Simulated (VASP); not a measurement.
Data:

```
NiSi2
1.0
    0.00000     2.69228     2.69228
    2.69228     0.00000     2.69228
    2.69228     2.69228     0.00000
Si Ni
2 1
Direct
  0.24536   0.25464   0.25464
  0.75000   0.75000   0.75000
  0.00000   0.00000   0.00000
```

All values below come from r2SCAN meta-GGA, VASP's PBE PAW potentials (set 64) (plane waves; VASP). Numerical set-up: 480 eV cut-off, 10×10×10 Γ-centred mesh, first-order Methfessel-Paxton smearing of 0.10 eV, potentials Si Ni.

Q: What does the run give for the energy per atom (σ→0), largest force, band gap (on the k-mesh) with the smallest direct gap where there is one?

A: 
```
Quantity                                                    Result
------------------------  ----------------------------------------
band gap (on the k-mesh)  none (metal, semimetal or under 0.01 eV)
energy per atom (σ→0)                              -10177 meV/atom
largest force                                           0.213 eV/Å
```

Only differences to runs with the same potentials and settings are physical.

The compound is NiSi2 in the fluorite structure. This cell was strained or had an atom moved on purpose. The run is not spin-polarised, so no magnetic state was tried.
